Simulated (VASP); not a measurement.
All values below come from PBE GGA, VASP's PBE PAW potentials (set 64) (plane waves; VASP).

VASP ran on this input.

File KPOINTS:
```
Regular mesh
0
gamma
8 8 8
```

### POSCAR
```
SrO
3.7216440
  0.0000000000   0.7071068592   0.7071068592
  0.7071068592   0.0000000000   0.7071068592
  0.7071068592   0.7071068592   0.0000000000
Sr O
1 1
Cart
  0.0000000000   0.0000000000   0.0000000000
  0.7071068592   0.7071068592   0.7071068592
```

### INCAR
```
ALGO = Normal
EDIFF = 1E-6
ENCUT = 520
GGA = PE
ISIF = 2
ISMEAR = 0
LASPH = T
LCHARG = F
LMAXMIX = 4
LREAL = F
LWAVE = F
NELM = 100
PREC = Low
SIGMA = 0.05
SYSTEM = SrO
```

POTCAR, in this order: Sr_sv O (PBE.64 set). Program: vasp_std.

The run wrote:

### OUTCAR
```
 ion  position               nearest neighbor table
   1  0.000  0.000  0.000-   2 2.63   2 2.63   2 2.63   2 2.63   2 2.63   2 2.63
   2  0.500  0.500  0.500-   1 2.63   1 2.63   1 2.63   1 2.63   1 2.63   1 2.63
  LATTYP: Found a face centered cubic cell.
 ALAT       =     5.2632000000
 Subroutine PRICEL returns:
 Original cell was already a primitive cell.
 Subroutine GETGRP returns: Found 48 space group operations
The static configuration has the point symmetry O_h .
The dynamic configuration has the point symmetry O_h .
 Subroutine INISYM returns: Found 48 space group operations
 Subroutine IBZKPT returns following result:
 Found     29 irreducible k-points:

 Following reciprocal coordinates:
            Coordinates               Weight
  0.000000  0.000000  0.000000      1.000000
  0.125000  0.000000  0.000000      8.000000
  0.250000  0.000000  0.000000      8.000000
  0.375000  0.000000  0.000000      8.000000
  0.500000  0.000000  0.000000      4.000000
  0.125000  0.125000  0.000000      6.000000
  0.250000  0.125000  0.000000     24.000000
  0.375000  0.125000  0.000000     24.000000
  0.500000  0.125000  0.000000     24.000000
 -0.375000  0.125000  0.000000     24.000000
 -0.250000  0.125000  0.000000     24.000000
 -0.125000  0.125000  0.000000     12.000000
  0.250000  0.250000  0.000000      6.000000
  0.375000  0.250000  0.000000     24.000000
  0.500000  0.250000  0.000000     24.000000
 -0.375000  0.250000  0.000000     24.000000
 -0.250000  0.250000  0.000000     12.000000
  0.375000  0.375000  0.000000      6.000000
  0.500000  0.375000  0.000000     24.000000
 -0.375000  0.375000  0.000000     12.000000
  0.500000  0.500000  0.000000      3.000000
  0.375000  0.250000  0.125000     24.000000
  0.500000  0.250000  0.125000     48.000000
 -0.375000  0.250000  0.125000     24.000000
...
```

OSZICAR:
```
       N       E                     dE             d eps       ncg     rms          rms(c)
DAV:   1     0.772901292904E+02    0.77290E+02   -0.85451E+03   696   0.129E+03
DAV:   2    -0.106319329672E+02   -0.87922E+02   -0.80343E+02   976   0.245E+02
DAV:   3    -0.141479310345E+02   -0.35160E+01   -0.34898E+01   900   0.482E+01
DAV:   4    -0.142446772963E+02   -0.96746E-01   -0.96698E-01   976   0.729E+00
DAV:   5    -0.142470513793E+02   -0.23741E-02   -0.23740E-02   912   0.805E-01    0.148E+01
DAV:   6    -0.121806172623E+02    0.20664E+01   -0.10827E+01   812   0.238E+01    0.179E+01
DAV:   7    -0.120532128696E+02    0.12740E+00   -0.69450E-01   900   0.709E+00    0.101E+01
DAV:   8    -0.120450235866E+02    0.81893E-02   -0.13844E-01   736   0.418E+00    0.784E-01
DAV:   9    -0.120457972542E+02   -0.77367E-03   -0.12515E-02   968   0.946E-01    0.226E-01
DAV:  10    -0.120464923601E+02   -0.69511E-03   -0.11179E-03   732   0.336E-01    0.764E-02
DAV:  11    -0.120466360369E+02   -0.14368E-03   -0.21552E-04   816   0.128E-01    0.507E-02
DAV:  12    -0.120466506203E+02   -0.14583E-04   -0.24460E-05   780   0.496E-02    0.283E-02
DAV:  13    -0.120466498142E+02    0.80608E-06   -0.33478E-06   840   0.224E-02
   1 F= -.12046650E+02 E0= -.12046650E+02  d E =-.403869E-24
```

OUTCAR:
```
------------------------ aborting loop because EDIFF is reached ----------------------------------------
  FORCE on cell =-STRESS in cart. coord.  units (eV):
  Direction    XX          YY          ZZ          XY          YZ          ZX
  --------------------------------------------------------------------------------------
  Total       -0.5856353     -0.5856353     -0.5856353      0.0000000      0.0000000      0.0000000
  in kB      -25.7423489    -25.7423489    -25.7423489      0.0000000      0.0000000      0.0000000
  external PRESSURE =     -25.7423489 kB  Pullay stress =       0.0000000 kB
  volume of cell :       36.45
      direct lattice vectors                 reciprocal lattice vectors
     0.000000000  2.631600000  2.631600000    -0.189998480  0.189998480  0.189998480
     2.631600000  0.000000000  2.631600000     0.189998480 -0.189998480  0.189998480
     2.631600000  2.631600000  0.000000000     0.189998480  0.189998480 -0.189998480
  FREE ENERGIE OF THE ION-ELECTRON SYSTEM (eV)
  ---------------------------------------------------
  free  energy   TOTEN  =       -12.0466498142 eV

  energy  without entropy=      -12.0466498142  energy(sigma->0) =      -12.04664981
```
(Selected blocks of OUTCAR.)

The compound is SrO in the rock salt structure. The cell was not relaxed at this level. The run is one of a series of settings (PREC = Low against the base run), some of them coarse on purpose.
